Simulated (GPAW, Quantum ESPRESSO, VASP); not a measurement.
## Tl2Pd (P1, 6 atoms in the cell) computed with different codes at matched settings

Self-consistent single point, at a second geometry (atoms moved at random). First geometry:

```
Tl2Pd
1.0
    4.44427    -3.39927     0.00000
    4.44427     3.39927     0.00000
   -3.75125     0.00000     4.44635
Tl Pd
4 2
Direct
  0.49999   0.83217   0.16644
  0.50001   0.16783   0.83356
  0.16783   0.50001   0.33356
  0.83217   0.49999   0.66644
  0.00080   0.99920   0.25000
  0.99920   0.00080   0.75000
```

Second geometry:
```
CELL_PARAMETERS angstrom
      4.44427    -3.39927     0.00000
      4.44427     3.39927     0.00000
     -3.75125     0.00000     4.44635
ATOMIC_POSITIONS crystal
  Tl 0.51657 0.82626 0.19451
  Tl 0.49997 0.17563 0.83927
  Tl 0.16055 0.50190 0.31705
  Tl 0.81879 0.49565 0.65370
  Pd 0.99924 0.99719 0.23991
  Pd 0.00489 0.00337 0.75556
```

Shared settings, as Quantum ESPRESSO writes them: occupations = smearing; smearing = gauss; degauss = 0.0099958 Ry; K_POINTS = automatic 3 3 4 0 0 0. Potentials and cutoffs stand in the table.

```tsv
code	model	ΔF from the first geometry (meV/atom)	pressure (GPa)	largest force (eV/Å)	cutoff
Quantum ESPRESSO	LDA (PW92), PseudoDojo standard norm-conserving (LDA) pseudopotentials	12.2	-5.27	0.477	85 Ry
VASP	LDA (PZ), VASP's LDA PAW potentials (set 64)	12.3	-5.57	0.485	300 eV
GPAW	LDA (Perdew-Wang 92), GPAW PAW datasets LDA (gpaw-data 1.0.1)	12.0	-5.57	0.468	600 eV
```

Size of the force on each atom (eV/Å): Sizes of forces hide their directions.

```json
[
 {"code": "Quantum ESPRESSO", "Tl1": "0.477", "Tl2": "0.282", "Tl3": "0.266", "Tl4": "0.276", "Pd5": "0.148", "Pd6": "0.155"},
 {"code": "VASP", "Tl1": "0.485", "Tl2": "0.281", "Tl3": "0.269", "Tl4": "0.276", "Pd5": "0.153", "Pd6": "0.160"},
 {"code": "GPAW", "Tl1": "0.468", "Tl2": "0.279", "Tl3": "0.259", "Tl4": "0.276", "Pd5": "0.148", "Pd6": "0.151"}
]
```

On Quantum ESPRESSO's run: spin-orbit coupling is off. Spin polarisation is off.

The spread over the programs that give each value: ΔF from the first geometry within 0.3 meV/atom; pressure within 0.30 GPa; largest force within 0.017 eV/Å.

The same LDA comes in different parametrisations, which differ slightly.

The shared mesh is coarse (it stands for a supercell whose shortest vector is 17 Å), so the values are not converged in it.

VASP's run is marked for a possible Pulay error in its stress at this cutoff; no cutoff test was made.

The starting cell comes from a database of computed structures (which also holds hypothetical and non-ambient phases and stackings), without a prior relaxation at this level. Its lattice was rescaled by a random factor within 2.5 % of one. For this run, on top of that: atoms moved at random.

Left out of this page: Ansatz, CP2K, Elk, FLEUR and SIESTA (not drawn, or without a comparable value).
